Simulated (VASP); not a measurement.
Data:

```
Sc
1.0
    1.68198    -2.85326     0.00000
    1.68198     2.85326     0.00000
    0.00000     0.00000     5.12848
Sc
2
Direct
  0.33333   0.66667   0.25000
  0.69006   0.35672   0.75000
```
Cell charge -0.1.

Method: PBE GGA, VASP's PBE PAW potentials (set 64) (plane waves; VASP). Settings: NELECT = 22.1, 400 eV cut-off, 11×11×7 Γ-centred mesh, Gaussian smearing of 0.050 eV, potentials Sc_sv.

The cell is charged, with a uniform compensating background.

### Question
What does the run give for the energy per atom (σ→0), pressure, largest force, band gap (on the k-mesh) with the smallest direct gap where there is one?

### Answer

```
Property                                                    Result
------------------------  ----------------------------------------
band gap (on the k-mesh)  none (metal, semimetal or under 0.01 eV)
energy per atom (σ→0)                               -6.060 eV/atom
pressure                                                  1.93 GPa
largest force                                           0.111 eV/Å
```

The absolute energy has meaning only against runs of the same code, potentials and settings.

The compound is Sc in the hcp structure. The cell was not relaxed at this level, atoms are displaced from their ideal sites. The run is one of a series of settings (ISMEAR = 0, NELECT = 22.1, SIGMA = 0.05 against the base run), some of them coarse on purpose.
